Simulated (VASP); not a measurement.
Data:

```
CELL_PARAMETERS angstrom
      4.28803     0.00000     0.00000
      0.00000     4.28803     0.00000
      0.00000     0.00000     4.28803
ATOMIC_POSITIONS crystal
  Cu 0.75000 0.25000 0.75000
  Cu 0.25000 0.75000 0.75000
  Cu 0.75000 0.75000 0.25000
  Cu 0.25000 0.25000 0.25000
  O  0.00000 0.00000 0.00000
  O  0.50000 0.50000 0.50000
```

Calculation: SCAN meta-GGA, VASP's PBE PAW potentials (set 64) (plane waves; VASP 6.6.1). Run with 520 eV cut-off, 5×5×5 Γ-centred mesh, Gaussian smearing of 0.050 eV, potentials Cu O.

**Question.** Give the stress tensor in GPa (positive for a compressed cell).

**Answer.** 
```
-3.82   0.00   0.00
 0.00  -3.82   0.00
 0.00   0.00  -3.82
```
The pressure is its mean diagonal, -3.82 GPa.

The compound is Cu2O in the cuprite structure. This cell is one point of a volume scan, at 1.03 of the reference volume.
